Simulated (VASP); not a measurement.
Input:

```yaml
crystal:
  lattice:
    - [1.85353, -3.21040, 0.00000]
    - [1.85353, 3.21040, 0.00000]
    - [0.00000, 0.00000, 11.84824]
  atoms:
    - { symbol: La, position: [0.00000, 0.00000, 0.50000] }
    - { symbol: La, position: [0.00000, 0.00000, 0.00000] }
    - { symbol: La, position: [0.33333, 0.66667, 0.25000] }
    - { symbol: La, position: [0.66667, 0.33333, 0.75000] }
```

The numbers are results of PBE GGA with D4 dispersion, VASP's PBE PAW potentials (set 64) (plane waves; VASP), not measurements. Run with 520 eV cut-off, Gaussian smearing of 0.050 eV, potentials La.

### Question
What does the run give for the band gap (along the path) with the smallest direct gap where there is one?

### Answer

```
Property                                                     Result
-------------------------  ----------------------------------------
band gap (along the path)  none (metal, semimetal or under 0.01 eV)
```

Total energies compare only between runs with the same potentials, cut-off and functional.

The compound is La in the dhcp structure. It was relaxed first, which changed the volume by -6 %.
